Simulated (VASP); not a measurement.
Calculation: optB86b-vdW, VASP's PBE PAW potentials (set 64) (plane waves; VASP 6.6.1).

Input for VASP

**INCAR**
```
! general
SYSTEM   = Ir
PREC     = Accurate
ENCUT    = 520
LREAL    = F
LASPH    = T

! electronic loop
EDIFF    = 1E-7
NELM     = 100
ALGO     = Normal
LMAXMIX  = 6

! smearing
ISMEAR   = -5

! functional
GGA      = MK
LUSE_VDW = T
AGGAC    = 0.0
PARAM1   = 0.1234
PARAM2   = 1.0

! ions
ISIF     = 2

! output
LWAVE    = F
LCHARG   = T
LORBIT   = 11
NEDOS    = 601
```

KPOINTS:
```
kpoints
0
Gamma
18 18 18
0 0 0
```

**POSCAR**
```
Ir
1
    0.0000000000     1.9300401086     1.9300401086
    1.9300401086     0.0000000000     1.9300401086
    1.9300401086     1.9300401086    -0.0000000000
Ir
1
Direct
  0.0000000000   0.0000000000   0.0000000000
```

POTCAR, in this order: Ir (PBE.64 set). Program: vasp_std.

Output of the run:

### OSZICAR
```
       N       E                     dE             d eps       ncg     rms          rms(c)
DAV:   1     0.443912630234E+02    0.44391E+02   -0.45197E+03  3224   0.103E+03
DAV:   2    -0.651447221363E+01   -0.50906E+02   -0.49438E+02  3136   0.203E+02
DAV:   3    -0.715785595456E+01   -0.64338E+00   -0.64279E+00  4704   0.310E+01
DAV:   4    -0.716129841285E+01   -0.34425E-02   -0.34420E-02  3912   0.161E+00
DAV:   5    -0.716132736294E+01   -0.28950E-04   -0.28710E-04  4744   0.963E-02    0.146E+01
DAV:   6    -0.668962581291E+01    0.47170E+00   -0.10257E+00  3688   0.141E+01    0.589E+00
DAV:   7    -0.660684731268E+01    0.82779E-01   -0.29724E-01  4040   0.703E+00    0.153E+00
DAV:   8    -0.660131337078E+01    0.55339E-02   -0.19998E-03  3520   0.693E-01    0.504E-01
DAV:   9    -0.660047779129E+01    0.83558E-03   -0.77113E-04  4144   0.463E-01    0.133E-02
DAV:  10    -0.660048636601E+01   -0.85747E-05   -0.49521E-06  4224   0.237E-02    0.399E-03
DAV:  11    -0.660048679349E+01   -0.42748E-06   -0.10392E-07  3960   0.385E-03    0.845E-04
DAV:  12    -0.660048660761E+01    0.18588E-06   -0.90073E-09  2096   0.132E-03    0.792E-05
DAV:  13    -0.660048659617E+01    0.11443E-07   -0.24132E-10  1752   0.215E-04
   1 F= -.66004866E+01 E0= -.66004866E+01  d E =0.000000E+00
```

OUTCAR:
```
------------------------ aborting loop because EDIFF is reached ----------------------------------------
  FORCE on cell =-STRESS in cart. coord.  units (eV):
  Direction    XX          YY          ZZ          XY          YZ          ZX
  --------------------------------------------------------------------------------------
  Total        0.0080761      0.0080761      0.0080761      0.0000000      0.0000000      0.0000000
  in kB        0.8998761      0.8998761      0.8998761      0.0000000      0.0000000      0.0000000
  external PRESSURE =       0.8998761 kB  Pullay stress =       0.0000000 kB
  volume of cell :       14.38
      direct lattice vectors                 reciprocal lattice vectors
     0.000000000  1.930040109  1.930040109    -0.259061974  0.259061974  0.259061974
     1.930040109  0.000000000  1.930040109     0.259061974 -0.259061974  0.259061974
     1.930040109  1.930040109  0.000000000     0.259061974  0.259061974 -0.259061974
 POSITION                                       TOTAL-FORCE (eV/Angst)
 -----------------------------------------------------------------------------------
      0.00000      0.00000      0.00000         0.000000      0.000000     -0.000000
 -----------------------------------------------------------------------------------
    total drift:                               -0.000000     -0.000000     -0.000000
  FREE ENERGIE OF THE ION-ELECTRON SYSTEM (eV)
  ---------------------------------------------------
  free  energy   TOTEN  =        -6.6004865962 eV

  energy  without entropy=       -6.6004865962  energy(sigma->0) =       -6.60048660

 total charge

# of ion       s       p       d       tot
------------------------------------------
    1        0.664   0.713   6.974   8.350
```
(Selected blocks of OUTCAR.)

For a metal the tetrahedron method with Blöchl corrections gives inexact stress and forces.

The compound is Ir in the fcc structure. It was relaxed first.
